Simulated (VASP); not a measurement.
Data:

```yaml
crystal:
  lattice:
    - [3.02530, 0.00000, 0.00000]
    - [-1.51265, 2.61998, 0.00000]
    - [0.00000, 0.00000, 9.46513]
  atoms:
    - { symbol: Ag, position: [0.00000, 0.00000, 0.50000] }
    - { symbol: Ag, position: [0.66667, 0.33333, 0.26321] }
    - { symbol: Ag, position: [0.66667, 0.33333, 0.73679] }
    - { symbol: Sn, position: [0.00000, 0.00000, 0.00000] }
```

Level of theory: PBEsol GGA with spin-orbit coupling, VASP's PBE PAW potentials (set 64) (plane waves; VASP 6.6.1). Numerical set-up: 400 eV cut-off, 10×10×3 Γ-centred mesh, Gaussian smearing of 0.050 eV, potentials Ag Sn_d.

**Question.** Give the energies of bands 41 to 54 at the high-symmetry points, in eV from the Fermi level.

**Answer.** 
```
band      Γ      M      K      A      L      H
----  -----  -----  -----  -----  -----  -----
41    -3.84  -3.23  -3.08  -3.83  -3.17  -3.16
42    -3.84  -3.23  -2.99  -3.83  -3.17  -3.13
43    -3.53  -2.97  -2.35  -3.59  -3.04  -2.37
44    -3.53  -2.97  -2.26  -3.59  -3.04  -2.16
45    -3.32  -0.88  -2.17  -3.51  -1.12  -2.05
46    -3.32  -0.88  -2.00  -3.51  -1.12  -1.83
47    -1.88   0.03   1.34  -3.32   0.38   1.16
48    -1.88   0.03   1.37  -3.32   0.38   1.19
49     0.58   1.11   2.41   2.87   1.31   2.10
50     0.58   1.11   2.48   2.87   1.31   2.15
51     8.21   1.60   2.92   4.89   1.81   2.36
52     8.21   1.60   2.96   4.89   1.81   2.39
53     9.31   4.42   3.00   9.34   3.78   3.90
54     9.31   4.42   3.04   9.34   3.78   3.98
```

It has no gap at this level: it comes out as a metal or semimetal.

The structure comes from a computed database's Ag3Sn entry (P-6m2); how it stands against other phases isn't given here. It was relaxed first, which changed the volume by -8 %.
